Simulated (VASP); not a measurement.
Crystal: Y.

```
Y
1.0
     3.64257    0.00000    0.00000
    -1.82128    3.15456    0.00000
     0.00000    0.00000    5.87916
Y
2
Direct
  0.33333 0.66667 0.25000
  0.66667 0.33333 0.75000
```

* Program: VASP 6.6.1
* Task: relaxation of cell and atoms
* Functional: PBEsol
* Potentials or basis: VASP PAW PBE potentials, release 64 (Y_sv)
* Cutoff: 600 eV
* k mesh: 6 × 6 × 4
* Occupations: gaussian, width 0.1 eV
* Spin: no spin polarisation

At the start: pressure -2.9 GPa; volume 33.78 Å³/atom.

Question: How do energy, volume and symmetry change on relaxing?

Answer: Over 8 steps the energy falls by 31.2 meV/atom and the volume is 31.37 Å³/atom (-7.1 %); space group P6_3/mmc (No. 194, to 0.05 Å).

The path:
| step | energy change (eV) | largest force (eV/Å) | pressure (GPa) | volume (Å³) |
| --- | --- | --- | --- | --- |
| 1 | 0.0000 | 0.0000 | -2.90 | 67.56 |
| 2 | -0.0579 | 0.0000 | 0.65 | 61.73 |
| 3 | -0.0587 | 0.0000 | 0.25 | 62.31 |
| 4 | -0.0617 | 0.0000 | 0.13 | 62.53 |
| 5 | -0.0623 | 0.0000 | 0.02 | 62.70 |
| 6 | -0.0623 | 0.0000 | 0.03 | 62.69 |
| 7 | -0.0623 | 0.0000 | 0.04 | 62.68 |
| 8 | -0.0623 | 0.0000 | -0.01 | 62.75 |

Final structure:
```
Y
1.0
     3.60643    0.00000    0.00000
    -1.80322    3.12326    0.00000
     0.00000    0.00000    5.57079
Y
2
Cartesian
  0.0000 2.0822 1.3927
  1.8032 1.0411 4.1781
```

Caveat: the PAW data sets were made with another functional, which shifts forces and pressure a little.
